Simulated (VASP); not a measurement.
# RbAgBr2: structure and properties in VASP, part 3 of 6

Aim: relax RbAgBr2, then compute properties on the relaxed cell. The cell is invented: it takes the structure of a Materials Project entry for RbBr (space group 221 there), with some of its atoms replaced by other elements, volume scaled by an estimate. It may not be a known or stable phase.

VASP 6.6.1, plane waves and PAW; the level of theory is named at each step.

So far, gap on the k-mesh (eV): step 2 (rough relaxation of the start cell) 1.72; step 3 (full relaxation (optB86b-vdW)) 1.76.

## 4. Density, ELF and potential (optB86b-vdW)

Level of this step: optB86b-vdW; plane waves and PAW (Ag, Rb_sv, Br); invented cell (VASP).

A single point on the relaxed cell gives a clean self-consistent state, with density, ELF and potential written out.

The input, INCAR:

```
SYSTEM = RbAgBr2
PREC = Accurate
ENCUT = 400
EDIFF = 1E-06
NELM = 100
ISMEAR = -1
SIGMA = 0.05
LREAL = .FALSE.
ALGO = Normal
GGA = MK
AGGAC = 0
LUSE_VDW = .TRUE.
PARAM1 = 0.1234
PARAM2 = 1
LASPH = .TRUE.
NBANDS = 23
LORBIT = 11
LWAVE = .FALSE.
LCHARG = .TRUE.
ISIF = 2
LELF = .TRUE.
LVHAR = .TRUE.
```

The input, POSCAR:

```
RbAgBr2
1.0
    3.7516948035      0.0000000000      0.0000000000
    0.0000000000      3.7516948035      0.0000000000
    0.0000000000      0.0000000000      7.7717625749
Ag Rb Br
1 1 2
Direct
    0.0000000000      0.0000000000      0.5000000000
    0.0000000000      0.0000000000      0.0000000000
    0.5000000000      0.5000000000      0.7224232091
    0.5000000000      0.5000000000      0.2775767909
```

The input, KPOINTS:

```
Automatic mesh
0
Gamma
6 6 3
0 0 0
```

Potentials, in the order of the species: Ag, Rb_sv and Br (PBE family, release 64).

Run with:

```console
> mpirun -np 2 vasp_std
```

What it wrote:

```text
[banner, memory and clock lines left out]
running    2 mpi-ranks, on    1 nodes
 distrk:  each k-point on    2 cores,    1 groups
 distr:  one band on    1 cores,    2 groups

 POSCAR found type information on POSCAR AgRbBr
 POSCAR found :  3 types and       4 ions
 [... a notice as in an earlier step ...]

 [... a notice as in an earlier step ...]

 LDA part: xc-table for (Slater+PW92), standard interpolation
|                                                                             |
|           W    W    AA    RRRRR   N    N  II  N    N   GGGG   !!!           |
|           W    W   A  A   R    R  NN   N  II  NN   N  G    G  !!!           |
|           W    W  A    A  R    R  N N  N  II  N N  N  G       !!!           |
|           W WW W  AAAAAA  RRRRR   N  N N  II  N  N N  G  GGG   !            |
|           WW  WW  A    A  R   R   N   NN  II  N   NN  G    G                |
|           W    W  A    A  R    R  N    N  II  N    N   GGGG   !!!           |
|                                                                             |
|     The number of bands has been changed from the values supplied in        |
|     The orbitals not found in the WAVECAR file will be initialized with     |
|     random numbers, which is usually adequate. For correlated               |
|     calculations, however, you should redo the groundstate calculation.     |
|     I found NBANDS = 23. Now, NBANDS = 24.                                  |
|                                                                             |

 POSCAR, INCAR and KPOINTS ok, starting setup
 FFT: planning ... GRIDC
 FFT: planning ... GRID_SOFT
 FFT: planning ... GRID
 WAVECAR not read
 entering main loop
       N       E                     dE             d eps       ncg     rms          rms(c)
DAV:   1     0.182181582051E+03    0.18218E+03   -0.13334E+04   960   0.103E+03
DAV:   2     0.738679927973E+01   -0.17479E+03   -0.16608E+03  1152   0.220E+02
DAV:   3    -0.247733471645E+01   -0.98641E+01   -0.98156E+01  1264   0.536E+01
DAV:   4    -0.267612081360E+01   -0.19879E+00   -0.19873E+00  1336   0.713E+00
DAV:   5    -0.267847960272E+01   -0.23588E-02   -0.23587E-02  1280   0.728E-01    0.528E+00
DAV:   6    -0.214379364920E+01    0.53469E+00   -0.95359E-01  1056   0.933E+00    0.349E+00
DAV:   7    -0.211204875505E+01    0.31745E-01   -0.45309E-01  1136   0.390E+00    0.189E+00
DAV:   8    -0.211146504939E+01    0.58371E-03   -0.40157E-02  1152   0.167E+00    0.473E-01
DAV:   9    -0.211139890426E+01    0.66145E-04   -0.41657E-03  1208   0.805E-01    0.113E-01
DAV:  10    -0.211155564584E+01   -0.15674E-03   -0.88699E-04  1176   0.220E-01    0.465E-02
DAV:  11    -0.211162066308E+01   -0.65017E-04   -0.18464E-04  1320   0.134E-01    0.292E-02
DAV:  12    -0.211161224895E+01    0.84141E-05   -0.47686E-05  1200   0.590E-02    0.826E-03
DAV:  13    -0.211161245305E+01   -0.20410E-06   -0.81124E-06  1240   0.138E-02
   1 F= -.21116125E+01 E0= -.21116125E+01  d E =-.227920E-08
```

Run time: 34 s. Hardware: 2 MPI ranks of AMD EPYC 7R43, shared host; peak memory 0.54 GiB.

Parts of OUTCAR (step 4):

```text
  LATTYP: Found a simple tetragonal cell.
 ALAT       =     3.7516948035
 C/A-ratio  =     2.0715337952

The static configuration has the point symmetry D_4h.

 Found     20 irreducible k-points:

   k-points           NKPTS =     20   k-points in BZ     NKDIM =     20   number of bands    NBANDS=     24

   dimension x,y,z NGX =    24 NGY =   24 NGZ =   54
   dimension x,y,z NGXF=    48 NGYF=   48 NGZF=  108

   ENCUT  =  400.0 eV  29.40 Ry    5.42 a.u.   6.12  6.12 12.67*2*pi/ulx,y,z

   NELECT =      34.0000    total number of electrons

 E-fermi :   2.4345

 k-point     1 :       0.0000    0.0000    0.0000
  band No.  band energies     occupation
    ...
     13       0.7231      2.00000
     14       0.7244      2.00000
     15       0.7244      2.00000
     16       1.3907      2.00000
     17       1.3907      2.00000
     18       3.2634      0.00000
     19       6.6324      0.00000
     20       6.8659      0.00000
     21       7.0498      0.00000
     22       9.6473      0.00000
    ...

 k-point     2 :       0.1667    0.0000    0.0000
  band No.  band energies     occupation
    ...
     13       0.0463      2.00000
     14       0.4572      2.00000
     15       0.9442      2.00000
     16       1.1327      2.00000
     17       1.3564      2.00000
     18       4.1021      0.00000
     19       6.6178      0.00000
     20       7.5401      0.00000
     21       7.5849      0.00000
     22       8.8039      0.00000
    ...

Total vdW correction in eV:      6.5239584

  Total       -0.0117756     -0.0117756     -0.0237657      0.0000000      0.0000000      0.0000000
  in kB       -0.1724728     -0.1724728     -0.3480854      0.0000000      0.0000000      0.0000000
  external PRESSURE =      -0.2310103 kB  Pullay stress =       0.0000000 kB

  energy-cutoff  :      400.00
  volume of cell :      109.39
      direct lattice vectors                 reciprocal lattice vectors
     3.751694803  0.000000000  0.000000000     0.266546202  0.000000000  0.000000000
     0.000000000  3.751694803  0.000000000     0.000000000  0.266546202  0.000000000
     0.000000000  0.000000000  7.771762575     0.000000000  0.000000000  0.128670941

 POSITION                                       TOTAL-FORCE (eV/Angst)
 -----------------------------------------------------------------------------------
      0.00000      0.00000      3.88588         0.000000      0.000000      0.000000
      0.00000      0.00000      0.00000         0.000000      0.000000      0.000000
      1.87585      1.87585      5.61450         0.000000     -0.000000     -0.009210
      1.87585      1.87585      2.15726         0.000000      0.000000      0.009210
 -----------------------------------------------------------------------------------
    total drift:                                0.000000     -0.000000      0.000000

  FREE ENERGIE OF THE ION-ELECTRON SYSTEM (eV)
  ---------------------------------------------------
  free  energy   TOTEN  =        -2.1116124530 eV

  energy  without entropy=       -2.1116124508  energy(sigma->0) =       -2.11161245

Total vdW correction in eV:      6.5240183

 total charge
# of ion       s       p       d       tot
------------------------------------------
    1        0.165   0.097   9.364   9.626
    2        1.942   5.361   0.035   7.337
    3        1.623   3.240   0.009   4.873
    4        1.623   3.240   0.009   4.873
--------------------------------------------------
tot          5.353  11.938   9.417  26.708

[... 2 parts as in an earlier step ...]

[... 6 further parts left out ...]
```

Numbers from this step:

```
SCF cycles   : 13
bands        : 24
Fermi energy : 2.434 eV
pressure     : -0.02310 GPa
```

Valence electrons inside each PAW sphere by angular momentum. Sphere charges, by row:

| atom | s (e) | p (e) | d (e) | tot (e) |
| --- | --- | --- | --- | --- |
| Ag1 | 0.165 | 0.097 | 9.364 | 9.626 |
| Rb2 | 1.942 | 5.361 | 0.035 | 7.337 |
| Br3 | 1.623 | 3.24 | 0.009 | 4.873 |
| Br4 | 1.623 | 3.24 | 0.009 | 4.873 |

ELF in the ac plane at fractional y = 0.000, with atoms of Ag and Rb within 0.2 Å of it. It is the smooth field of the valence electrons, not physical close to the nuclei.

Ten even steps from '0' (0.00) to '9' (0.86), each cell a mean:
```
68998300048997
99985100026999
99852000002689
65310000000135
10000000000000
00000000000000
00000000000000
11100000000011
22210000000122
12221000001222
00121100012210
00022100012200
00122100012200
11221000011221
22210000001122
21100000000111
00000000000000
00000000000000
00000000000000
33100000000023
88631000001478
99984100015899
78997200048998
47998400159996
```
Columns run along a (3.8 Å), rows up along c (7.8 Å). Atoms in or near the plane, at fractional coordinates: Ag at (0.00, 0.50), Rb at (0.00, 0.00).

Valence density in the ac plane at fractional y = 0.000, with atoms of Ag and Rb within 0.2 Å of it. It is the smooth field of the valence electrons, not physical close to the nuclei.

Ten steps, logarithmic in the rise over the least value, from '_' (0.0 e/Å³) to '@' (7.4 e/Å³), each cell a mean:
```
####**++--..______::==**####
##****==::..______..--++****
++++==::..__________..--==++
::::....______________..::::
____________________________
____________________________
____________________________
......________________......
==----::..__________..::--==
##**++--::..______..::==++**
@@%%##++--..______..--++##%%
@@@@%%++--..______::--**%%@@
@@@@##++--..______::--**%%@@
%%##**==::..______..::==**##
++==--::..________....--==++
::::....____________....::::
____________________________
____________________________
____________________________
::....__________________....
====--::..__________..::--==
****++--::________..::==++**
####**++--..______..--++**##
######++--..______::==**####
```
Columns run along a (3.8 Å), rows up along c (7.8 Å). Atoms in or near the plane, at fractional coordinates: Ag at (0.00, 0.50), Rb at (0.00, 0.00).

Electrostatic potential energy in the ac plane at fractional y = 0.000, with atoms of Ag and Rb within 0.2 Å of it. With pseudopotentials it is smooth inside the atoms' cores, unlike the true potential.

Ten even steps from '_' (-53 eV) to '@' (5 eV), each cell a mean:
```
++++**##%%@@@@@@@@%%%%##**++
****####%%@@@@@@@@@@%%##****
####%%%%@@@@@@@@@@@@@@%%%%##
%%%%@@@@@@@@@@@@@@@@@@@@@@%%
@@@@@@@@@@@@@@@@@@@@@@@@@@@@
@@@@@@@@@@@@@@@@@@@@@@@@@@@@
@@@@@@@@@@@@@@@@@@@@@@@@@@@@
@@@@@@@@@@@@@@@@@@@@@@@@@@@@
##%%%%@@@@@@@@@@@@@@@@@@%%##
::--++%%@@@@@@@@@@@@@@##++--
____::**%%@@@@@@@@@@%%++..__
______++%%@@@@@@@@@@##--____
____..++%%@@@@@@@@@@%%==____
..::==##@@@@@@@@@@@@@@**--..
****%%@@@@@@@@@@@@@@@@%%##**
@@@@@@@@@@@@@@@@@@@@@@@@@@@@
@@@@@@@@@@@@@@@@@@@@@@@@@@@@
@@@@@@@@@@@@@@@@@@@@@@@@@@@@
@@@@@@@@@@@@@@@@@@@@@@@@@@@@
@@@@@@@@@@@@@@@@@@@@@@@@@@@@
%%%%%%@@@@@@@@@@@@@@@@%%%%%%
****##%%%%@@@@@@@@@@%%%%##**
++++**##%%@@@@@@@@%%%%##**++
==++**##%%%%@@@@@@%%%%**++==
```
Columns run along a (3.8 Å; values clipped at the 3rd and 97th percentile), rows up along c (7.8 Å). Atoms in or near the plane, at fractional coordinates: Ag at (0.00, 0.50), Rb at (0.00, 0.00).

In this run the pressure is -0.02 GPa, small enough to go on.

## 5. Bands along the symmetry lines (optB86b-vdW)

Levels along the symmetry lines show where the bands peak and cross; KPOINTS_OPT computes them in the converged potential.

INCAR, as its differences from that of step 4:

```diff
@@ -15,8 +15,6 @@
 LASPH = .TRUE.
-NBANDS = 23
+NBANDS = 31
 LORBIT = 11
 LWAVE = .FALSE.
-LCHARG = .TRUE.
-ISIF = 2
-LELF = .TRUE.
-LVHAR = .TRUE.
+LCHARG = .FALSE.
+KPAR = 2
```

POSCAR is that of step 4.

KPOINTS is that of step 4.

The input, KPOINTS_OPT:

```
Line mode
16
Line-mode
Reciprocal
  0.00000000   0.00000000   0.00000000 GAMMA
  0.00000000   0.50000000   0.00000000 X

  0.00000000   0.50000000   0.00000000 X
  0.50000000   0.50000000   0.00000000 M

  0.50000000   0.50000000   0.00000000 M
  0.00000000   0.00000000   0.00000000 GAMMA

  0.00000000   0.00000000   0.00000000 GAMMA
  0.00000000   0.00000000   0.50000000 Z

  0.00000000   0.00000000   0.50000000 Z
  0.00000000   0.50000000   0.50000000 R

  0.00000000   0.50000000   0.50000000 R
  0.50000000   0.50000000   0.50000000 A

  0.50000000   0.50000000   0.50000000 A
  0.00000000   0.00000000   0.50000000 Z

  0.00000000   0.50000000   0.00000000 X
  0.00000000   0.50000000   0.50000000 R

  0.50000000   0.50000000   0.00000000 M
  0.50000000   0.50000000   0.50000000 A
```

Run with:

```console
> mpirun -np 2 vasp_std
```

What it wrote:

```text
[... set-up lines as in an earlier step ...]
 entering main loop
       N       E                     dE             d eps       ncg     rms          rms(c)
DAV:   1     0.176551256854E+03    0.17655E+03   -0.12927E+04  1240   0.802E+02
DAV:   2     0.722867820495E+01   -0.16932E+03   -0.15828E+03  1461   0.186E+02
DAV:   3    -0.246890448047E+01   -0.96976E+01   -0.96350E+01  1568   0.438E+01
DAV:   4    -0.267684108251E+01   -0.20794E+00   -0.20769E+00  1765   0.550E+00
DAV:   5    -0.267852594166E+01   -0.16849E-02   -0.16848E-02  1553   0.510E-01    0.528E+00
DAV:   6    -0.214446915703E+01    0.53406E+00   -0.54074E-01  1356   0.723E+00    0.351E+00
DAV:   7    -0.211204232131E+01    0.32427E-01   -0.38023E-01  1443   0.298E+00    0.188E+00
DAV:   8    -0.211155997306E+01    0.48235E-03   -0.38080E-02  1395   0.131E+00    0.450E-01
DAV:   9    -0.211144720131E+01    0.11277E-03   -0.33735E-03  1489   0.646E-01    0.120E-01
DAV:  10    -0.211156043538E+01   -0.11323E-03   -0.83111E-04  1403   0.200E-01    0.455E-02
DAV:  11    -0.211161909121E+01   -0.58656E-04   -0.15555E-04  1561   0.853E-02    0.349E-02
DAV:  12    -0.211161213290E+01    0.69583E-05   -0.19781E-05  1485   0.317E-02    0.121E-02
DAV:  13    -0.211161255799E+01   -0.42510E-06   -0.92685E-06  1450   0.168E-02
   1 F= -.21116126E+01 E0= -.21116126E+01  d E =-.227815E-08
 Start KPOINTS_OPT (optional k-point list driver)
k-point batch [1-20\144]
       N       E                     dE             ncg
DAV:   1     0.629530309062E+03   -0.92936E+04     1240
DAV:   2    -0.280112398139E+04   -0.34307E+04     1468
DAV:   3    -0.299258297611E+04   -0.19146E+03     1608
DAV:   4    -0.299680455460E+04   -0.42216E+01     1782
DAV:   5    -0.299683577098E+04   -0.31216E-01     1585
DAV:   6    -0.299683626300E+04   -0.49202E-03     1725
DAV:   7    -0.299683626489E+04   -0.18879E-05     1419
DAV:   8    -0.299683626496E+04   -0.72407E-07      953
[...]
k-point batch [141-144\144]
       N       E                     dE             ncg
DAV:   1     0.169378875878E+05   -0.44111E+04      248
DAV:   2     0.163018933479E+05   -0.63599E+03      306
DAV:   3     0.162676893667E+05   -0.34204E+02      304
DAV:   4     0.162668966707E+05   -0.79270E+00      384
DAV:   5     0.162668928044E+05   -0.38663E-02      290
DAV:   6     0.162668927511E+05   -0.53254E-04      336
DAV:   7     0.162668927505E+05   -0.59750E-06      251
```

It took 1.9 min on 2 MPI ranks; peak memory 0.78 GiB; 3.8 min of CPU time.

OUTCAR, selected parts (step 5):

```text
   k-points           NKPTS =     20   k-points in BZ     NKDIM =     20   number of bands    NBANDS=     31

   NELECT =      34.0000    total number of electrons

 E-fermi :   2.4355

 k-point     1 :       0.0000    0.0000    0.0000
  band No.  band energies     occupation
    ...
     13       0.7233      2.00000
     14       0.7245      2.00000
     15       0.7245      2.00000
     16       1.3907      2.00000
     17       1.3907      2.00000
     18       3.2632      0.00000
     19       6.6324      0.00000
     20       6.8659      0.00000
     21       7.0497      0.00000
     22       9.6473      0.00000
    ...

Total vdW correction in eV:      6.5239459

  Total       -0.0065350     -0.0065350     -0.0179156      0.0000000      0.0000000      0.0000000
  in kB       -0.0957153     -0.0957153     -0.2624019      0.0000000      0.0000000      0.0000000
  external PRESSURE =      -0.1512775 kB  Pullay stress =       0.0000000 kB

 POSITION                                       TOTAL-FORCE (eV/Angst)
 -----------------------------------------------------------------------------------
      0.00000      0.00000      3.88588         0.000000      0.000000      0.000000
      0.00000      0.00000      0.00000         0.000000      0.000000      0.000000
      1.87585      1.87585      5.61450         0.000000     -0.000000     -0.009750
      1.87585      1.87585      2.15726         0.000000      0.000000      0.009750
 -----------------------------------------------------------------------------------
    total drift:                                0.000000     -0.000000      0.000000

  FREE ENERGIE OF THE ION-ELECTRON SYSTEM (eV)
  ---------------------------------------------------
  free  energy   TOTEN  =        -2.1116125580 eV

  energy  without entropy=       -2.1116125557  energy(sigma->0) =       -2.11161256

Total vdW correction in eV:      6.5239993

[... 8 parts as in an earlier step ...]

[... 8 further parts left out ...]
```

Spin-orbit coupling is off here; it would split degenerate levels.

This step gave:

* bands: 31
* Fermi energy: 2.436 eV
* pressure: -0.01513 GPa
* least gap on mesh and path: 1.741 eV
* least direct gap on mesh and path: 1.872 eV
* valence top at k: 0, 0.5, 0.5

Electronic bands along the path, in eV, zero at the valence-band top; v1 is the highest filled band, c1 the lowest empty one:

| point | v4 | v3 | v2 | v1 | c1 | c2 | c3 | c4 |
| --- | --- | --- | --- | --- | --- | --- | --- | --- |
| Γ | -0.80 | -0.80 | -0.13 | -0.13 | 1.74 | 5.11 | 5.34 | 5.53 |
| 0.53 of the way | -1.54 | -0.43 | -0.36 | -0.21 | 3.16 | 4.95 | 6.50 | 6.77 |
| X | -1.66 | -0.42 | -0.30 | -0.09 | 3.10 | 5.67 | 6.39 | 7.12 |
| 0.53 of the way | -1.25 | -1.03 | -0.80 | -0.19 | 3.11 | 5.45 | 5.86 | 6.34 |
| M | -0.94 | -0.89 | -0.89 | -0.40 | 2.45 | 5.66 | 5.91 | 5.91 |
| 0.47 of the way | -1.43 | -1.10 | -0.67 | -0.48 | 3.28 | 6.12 | 6.67 | 7.08 |
| Γ | -0.80 | -0.80 | -0.13 | -0.13 | 1.74 | 5.11 | 5.34 | 5.53 |
| 0.47 of the way | -0.84 | -0.84 | -0.09 | -0.09 | 2.10 | 5.01 | 5.30 | 5.34 |
| Z | -0.89 | -0.89 | -0.05 | -0.05 | 2.55 | 4.43 | 5.34 | 5.58 |
| 0.47 of the way | -1.39 | -1.06 | -0.45 | -0.19 | 3.09 | 5.46 | 6.01 | 6.81 |
| R | -1.63 | -0.55 | -0.40 | 0.00 | 3.67 | 5.28 | 5.36 | 7.99 |
| 0.47 of the way | -1.45 | -0.96 | -0.83 | -0.52 | 3.16 | 6.02 | 6.63 | 6.92 |
| A | -1.19 | -0.72 | -0.72 | -0.55 | 2.73 | 4.55 | 5.38 | 5.38 |
| 0.47 of the way | -1.55 | -0.93 | -0.90 | -0.54 | 3.54 | 6.17 | 6.67 | 7.09 |
| Z | -0.89 | -0.89 | -0.05 | -0.05 | 2.55 | 4.43 | 5.34 | 5.58 |
| jump to X | -1.66 | -0.42 | -0.30 | -0.09 | 3.10 | 5.67 | 6.39 | 7.12 |
| 0.47 of the way | -1.64 | -0.48 | -0.35 | -0.04 | 3.31 | 5.51 | 5.88 | 7.60 |
| R | -1.63 | -0.55 | -0.40 | 0.00 | 3.67 | 5.28 | 5.36 | 7.99 |
| jump to M | -0.94 | -0.89 | -0.89 | -0.40 | 2.45 | 5.66 | 5.91 | 5.91 |
| 0.47 of the way | -1.03 | -0.81 | -0.81 | -0.49 | 2.56 | 5.11 | 5.64 | 5.64 |
| A | -1.19 | -0.72 | -0.72 | -0.55 | 2.73 | 4.55 | 5.38 | 5.38 |

Of the projections kept (Ag, Rb, Br), the largest for each band there; the rest of the weight can lie on other orbitals:

| point | v4 | v3 | v2 | v1 | c1 | c2 | c3 | c4 |
| --- | --- | --- | --- | --- | --- | --- | --- | --- |
| Γ | Br 0.97 | Br 0.97 | Br 0.74 | Br 0.74 | Ag 0.59 | Rb 0.51 | Rb 0.89 | Ag 0.50 |
| X | Ag 0.94 | Br 0.77 | Br 1.00 | Br 0.74 | Ag 0.66 | Ag 0.48 | Rb 0.47 | Rb 0.58 |
| M | Ag 0.67 | Ag 0.65 | Ag 0.65 | Br 1.00 | Ag 0.90 | Ag 0.64 | Ag 0.54 | Ag 0.54 |
| Γ | Br 0.97 | Br 0.97 | Br 0.74 | Br 0.74 | Ag 0.59 | Rb 0.51 | Rb 0.89 | Ag 0.50 |
| Z | Br 0.97 | Br 0.97 | Br 0.75 | Br 0.75 | Ag 0.53 | Br 0.40 | Rb 0.90 | Rb 0.51 |
| R | Ag 0.92 | Br 0.70 | Br 0.99 | Br 0.76 | Ag 0.64 | Rb 0.78 | Ag 0.38 | Br 0.43 |

The path finds the gap of the mesh within 0.02 eV, so the mesh comes close to both band edges.

(Part 3 of 6 ends here.)

[Lines on the potential files, build, host, timing and source positions are cut from VASP's logs without a mark.]

[Logs are printed without paths, hosts, clocks, repeated set-up lines and the standing remarks that a program may print on its own settings, such as how far it seeks lower states.]

[Hosts, paths, dates, database ids (printed as entryN), source tags and the programs' standing remarks are cut or masked in the printed files.]

[A measured line is paired with the nearest computed mode of its activity, which favours agreement.]
